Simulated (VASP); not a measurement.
Input:

```
AgI
1.0
    0.00000     3.31251     3.31251
    3.31251     0.00000     3.31251
    3.31251     3.31251     0.00000
Ag I
1 1
Direct
  0.00000   0.00000   0.00000
  0.25000   0.25000   0.25000
```

These are PBE GGA, VASP's PBE PAW potentials (set 64) (plane waves; VASP 6.6.1) values and carry that method's errors. Numerical set-up: 520 eV cut-off, Gaussian smearing of 0.050 eV, potentials Ag I.

Unless said otherwise, spin-orbit coupling is left out, though it shifts the bands of the heavy elements here.

Question: Predict the band gap (along the path) with the smallest direct gap where there is one.

Answer: 
| Quantity | Value |
|---|---|
| band gap (along the path) | 1.34 eV |
| smallest direct gap (along the path) | 1.34 eV |

Total energies compare only between runs with the same potentials, cut-off and functional.

The compound is AgI in the zinc blende structure, whereas wurtzite is the usual form. It was relaxed first, which changed the volume by +6 %.
